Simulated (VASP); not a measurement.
## Al2Pt (Fm-3m) under biaxial strain in the (111) plane

How do stress and energy of Al2Pt follow biaxial strain in the (111) plane?

Program: VASP 6.6.1. Level of theory: PBEsol; plane waves and PAW (Pt, Al); cell typed or built by script, in the first sound run; inputs show where later runs differ. Results are calculated unless marked as measured.

**1. Set-up**

It takes space group Fm-3m (No. 225, cubic). Conventional cell: a = 5.920 Å, b = 5.920 Å, c = 5.920 Å, α = 90.00°, β = 90.00°, γ = 90.00°. Nearest to Pt lie 8 Al at 2.56 Å. Nearest to Al lie 4 Pt at 2.56 Å. Farther neighbours are not listed.

Structure file:

```xyz
3
Lattice="0.0000 2.9600 2.9600 2.9600 0.0000 2.9600 2.9600 2.9600 0.0000" Properties=species:S:1:pos:R:3 pbc="T T T"
Pt    0.0000    0.0000    0.0000
Al    1.4800    1.4800    1.4800
Al    4.4400    4.4400    4.4400
```

**2. Relax the crystal, PBEsol**

The series starts from the cell that this level prefers, so that zero strain is near zero stress.

This step took 2 runs in a row; the last is shown.

Level: PBEsol; plane waves and PAW (Pt, Al); cell typed or built by script.

The input, INCAR:

```
SYSTEM = Al2Pt
PREC = Accurate
ENCUT = 450
EDIFF = 1E-07
NELM = 120
ISMEAR = 1
SIGMA = 0.15
LREAL = .FALSE.
ALGO = Normal
GGA = PS
NBANDS = 14
LASPH = .TRUE.
LORBIT = 11
LWAVE = .FALSE.
LCHARG = .FALSE.
KPAR = 8
IBRION = 2
NSW = 40
ISIF = 3
EDIFFG = -0.005
POTIM = 0.4
```

The input, POSCAR:

```
Al2Pt
1.0
    0.0000000000      2.9479416082      2.9479416082
    2.9479416082      0.0000000000      2.9479416082
    2.9479416082      2.9479416082      0.0000000000
Pt Al
1 2
Direct
    0.0000000000      0.0000000000      0.0000000000
    0.2500000000      0.2500000000      0.2500000000
    0.7500000000      0.7500000000      0.7500000000
```

The input, KPOINTS:

```
Automatic mesh
0
Gamma
15 15 15
0 0 0
```

Potentials, in the order of the species: Pt and Al (PBE family, release 64).

Launch:

```bash
> mpirun -np 8 vasp_std
```

Output:

```text
[banner, memory and clock lines left out]
running    8 mpi-ranks, on    1 nodes
[...]
|                                                                             |
|           W    W    AA    RRRRR   N    N  II  N    N   GGGG   !!!           |
|           W    W   A  A   R    R  NN   N  II  NN   N  G    G  !!!           |
|           W    W  A    A  R    R  N N  N  II  N N  N  G       !!!           |
|           W WW W  AAAAAA  RRRRR   N  N N  II  N  N N  G  GGG   !            |
|           WW  WW  A    A  R   R   N   NN  II  N   NN  G    G                |
|           W    W  A    A  R    R  N    N  II  N    N   GGGG   !!!           |
|                                                                             |
|     For optimal performance we recommend to set                             |
|       NCORE = 2 up to number-of-cores-per-socket                            |
|     NCORE specifies how many cores store one orbital (NPAR=cpu/NCORE).      |
|     This setting can greatly improve the performance of VASP for DFT.       |
[...]
|     You enforced a specific xc type in the INCAR file but a different       |
|     [... a line on the potential file left out ...]
|     I HOPE YOU KNOW WHAT YOU ARE DOING!                                     |
|                                                                             |

 LDA part: xc-table for (Slater+PW92), standard interpolation
 POSCAR, INCAR and KPOINTS ok, starting setup
[...]
entering main loop
       N       E                     dE             d eps       ncg     rms          rms(c)
DAV:   1     0.415247915887E+02    0.41525E+02   -0.61029E+03  3472   0.857E+02
DAV:   2    -0.170053512823E+02   -0.58530E+02   -0.51996E+02  4026   0.162E+02
DAV:   3    -0.184052041018E+02   -0.13999E+01   -0.13900E+01  4358   0.242E+01
DAV:   4    -0.184164292164E+02   -0.11225E-01   -0.11224E-01  3920   0.257E+00
[...]
DAV:  11    -0.177641382002E+02    0.45313E-05   -0.15470E-05  4134   0.384E-02    0.808E-03
DAV:  12    -0.177641382486E+02   -0.48384E-07   -0.14470E-06  3846   0.816E-03    0.190E-03
DAV:  13    -0.177641381655E+02    0.83089E-07   -0.35214E-07  3960   0.551E-03
   1 F= -.17764138E+02 E0= -.17763622E+02  d E =-.177641E+02
[...]
reached required accuracy - stopping structural energy minimisation
```

It took 6 s on 8 MPI ranks of Intel Xeon 6975P-C (Granite Rapids), shared host; peak memory 1.7 GiB.

The logs omit lines about the potential files and the build; timing stands in the text.

OUTCAR, selected parts (step 2):

```text
  Total        0.0019696      0.0019696      0.0019696     -0.0000000      0.0000000     -0.0000000
  in kB        0.0615876      0.0615876      0.0615876     -0.0000000      0.0000000     -0.0000000
  external PRESSURE =       0.0615876 kB  Pullay stress =       0.0000000 kB

 POSITION                                       TOTAL-FORCE (eV/Angst)
 -----------------------------------------------------------------------------------
      0.00000      0.00000      0.00000         0.000000     -0.000000     -0.000000
      1.47397      1.47397      1.47397        -0.000000     -0.000000     -0.000000
      4.42191      4.42191      4.42191         0.000000      0.000000      0.000000
 -----------------------------------------------------------------------------------
    total drift:                                0.000000     -0.000000     -0.000000

  FREE ENERGIE OF THE ION-ELECTRON SYSTEM (eV)
  ---------------------------------------------------
  free  energy   TOTEN  =       -17.7641381655 eV

  energy  without entropy=      -17.7625894499  energy(sigma->0) =      -17.76362193

 reached required accuracy - stopping structural energy minimisation

[... 3 further parts left out ...]
[key lines of the parts left out:]
E-fermi :   7.8828
```

Numbers from this step:

```
energy(sigma→0) of the program : -17.7636 eV
stress, compression positive   : 0.01 along [111], 0.01 across it (mean), GPa
volume                         : 51.237 Å³
ionic steps                    : 1
```

**3. Strain along the normal, PBEsol**

One member in full: the plane is strained by -0.5 %, and the strain along the normal is moved by secant steps until the normal stress is under 0.012 GPa or five steps are spent; the atoms relax at each step.

This step took 3 runs, each at a new trial strain with the atoms of the one before; the last is shown.

Level: PBEsol; plane waves and PAW (Pt, Al); cell typed or built by script.

INCAR: that of step 2 with these lines changed.

```diff
@@ -15,7 +15,7 @@
 LCHARG = .FALSE.
-KPAR = 8
-IBRION = 2
-NSW = 40
-ISIF = 3
-EDIFFG = -0.005
-POTIM = 0.4
+KPAR = 2
+IBRION = 1
+NSW = 25
+ISIF = 2
+EDIFFG = -0.004
+POTIM = 0.3
```

The input, POSCAR:

```
Al2Pt
1.0
    0.0215770250      2.9547789260      2.9547789260
    2.9547789260      0.0215770250      2.9547789260
    2.9547789260      2.9547789260      0.0215770250
Pt Al
1 2
Direct
    0.0000000000      0.0000000000      0.0000000000
    0.2489635186      0.2489635186      0.2489635186
    0.7510364814      0.7510364814      0.7510364814
```

KPOINTS is that of step 2.

Launch:

```bash
> mpirun -np 2 vasp_std
```

Output:

```text
[banner, memory and clock lines left out]
running    2 mpi-ranks, on    1 nodes
[...]
[... a notice as in an earlier step ...]

 LDA part: xc-table for (Slater+PW92), standard interpolation
 POSCAR, INCAR and KPOINTS ok, starting setup
[...]
entering main loop
       N       E                     dE             d eps       ncg     rms          rms(c)
DAV:   1     0.412567326534E+02    0.41257E+02   -0.61037E+03  9960   0.860E+02
DAV:   2    -0.169945708926E+02   -0.58251E+02   -0.51937E+02 11594   0.162E+02
DAV:   3    -0.184065977281E+02   -0.14120E+01   -0.14013E+01 12504   0.242E+01
DAV:   4    -0.184177145938E+02   -0.11117E-01   -0.11114E-01 11116   0.255E+00
[...]
DAV:  11    -0.177627530747E+02    0.46081E-05   -0.15704E-05 11720   0.387E-02    0.806E-03
DAV:  12    -0.177627531399E+02   -0.65270E-07   -0.14338E-06 10996   0.813E-03    0.191E-03
DAV:  13    -0.177627530559E+02    0.84008E-07   -0.36786E-07 11348   0.563E-03
   1 F= -.17762753E+02 E0= -.17762346E+02  d E =-.177628E+02
 BRION: g(F)=  0.479E-05 g(S)=  0.000E+00
[...]
N       E                     dE             d eps       ncg     rms          rms(c)
DAV:   1    -0.177627571209E+02   -0.39810E-05   -0.16659E-05 10398   0.269E-02    0.169E-03
DAV:   2    -0.177627571190E+02    0.19631E-08   -0.36883E-07 12482   0.411E-03
   2 F= -.17762757E+02 E0= -.17762350E+02  d E =-.406304E-05
 BRION: g(F)=  0.266E-05 g(S)=  0.000E+00 retain N=  1 mean eig= 3.92
 eig:   3.916
[...]
N       E                     dE             d eps       ncg     rms          rms(c)
DAV:   1    -0.177627619012E+02   -0.47803E-05   -0.14061E-04 10248   0.781E-02    0.505E-03
DAV:   2    -0.177627618715E+02    0.29758E-07   -0.30911E-06 12550   0.119E-02    0.256E-03
DAV:   3    -0.177627617904E+02    0.81086E-07   -0.22780E-07 10052   0.332E-03
   3 F= -.17762762E+02 E0= -.17762357E+02  d E =-.467143E-05
 BRION: g(F)=  0.329E-08 g(S)=  0.000E+00 retain N=  1 mean eig= 3.78
 eig:   3.783
 reached required accuracy - stopping structural energy minimisation
```

Elapsed: 69 s, on 2 MPI ranks; peak memory 0.65 GiB; 2.3 min of CPU time.

From OUTCAR (step 3):

```text
  Total        0.1834028      0.1834028      0.1834028     -0.0911751     -0.0911751     -0.0911751
  in kB        5.7583080      5.7583080      5.7583080     -2.8626281     -2.8626281     -2.8626281
  external PRESSURE =       5.7583080 kB  Pullay stress =       0.0000000 kB

 POSITION                                       TOTAL-FORCE (eV/Angst)
 -----------------------------------------------------------------------------------
     -0.00000     -0.00000      0.00000         0.000000      0.000000      0.000000
      1.47604      1.47604      1.47604         0.000138      0.000138      0.000138
      4.45509      4.45509      4.45509        -0.000138     -0.000138     -0.000138
 -----------------------------------------------------------------------------------
    total drift:                               -0.000000     -0.000000     -0.000000

  FREE ENERGIE OF THE ION-ELECTRON SYSTEM (eV)
  ---------------------------------------------------
  free  energy   TOTEN  =       -17.7627617904 eV

  energy  without entropy=      -17.7615479051  energy(sigma->0) =      -17.76235716

[... 1 part as in an earlier step ...]

[... 3 further parts left out ...]
[key lines of the parts left out:]
E-fermi :   7.9322
```

This run gave:

* energy(sigma→0) of the program: -17.7624 eV
* stress, compression positive: 0.00 along [111], 0.86 across it (mean), GPa
* ionic steps: 3

**4. All members**

The other members went through these steps as far as the tables show, with the same cutoff and, step by step, the same mesh; 28 runs are not shown. The session took 1.1 core hours (wall time by ranks) on a shared machine.

| in-plane strain (%) | strain along the normal (%) | in-plane stress, tension positive (GPa) | energy above the unstrained row, extrapolated to no smearing (meV/atom) |
| --- | --- | --- | --- |
| -2.000 | 2.326 | -3.716 | 7.709 |
| -1.500 | 1.717 | ? | ? |
| -1.000 | 1.150 | -1.837 | 1.811 |
| -0.500 | 0.598 | -0.862 | 0.422 |
| 0 | 0.000 | -0.006 | 0.000 |
| 0.500 | -0.584 | 0.850 | 0.408 |
| 1.000 | -1.115 | 1.797 | 1.745 |
| 1.500 | -1.616 | 2.780 | 4.120 |
| 2.000 | -2.107 | 3.752 | 7.545 |

**5. Stress from the known rows**

Fitting a parabola to the 8 known rows (e: strain in %) gives stress = 0.007316 e² + 1.850 e − 0.01389 in GPa; the residuals are 0.043 GPa r.m.s.

At e = -1.5 this predicts -2.773 GPa.

**6. Prediction against calculation**

The calculation gives -2.812 GPa, so the prediction is 0.039 GPa too high, within twice the residual of the fit.

Slopes at zero strain, from cubics through all rows: strain ratio -1.141, stress over strain 180 GPa.

**7. Results**

```
error of the predicted stress      : 0.039 GPa
ratio of normal to in-plane strain : -1.141
biaxial modulus                    : 180 GPa
```

What this shows: As a check, the curvature of the energy gives 170 GPa for the same modulus (energy per volume = M × strain²), 6 % from the slope of the stress; these energies are extrapolated to no smearing, while the stress belongs to the free energy, so part of the difference may come from that. These are static values: temperature and zero-point motion are left out. In a metal the slopes also depend on mesh and smearing, which were held through the series.

[Lines on the potential files, build, host, timing and source positions are cut from VASP's logs without a mark.]

[Logs are printed without paths, hosts, clocks, repeated set-up lines and the standing remarks that a program may print on its own settings, such as how far it seeks lower states.]

[Hosts, paths, dates, database ids (printed as entryN), source tags and the programs' standing remarks are cut or masked in the printed files.]

[In band tables of VASP the shares of atoms and orbitals are scaled to a sum of 1 inside the atoms' spheres.]
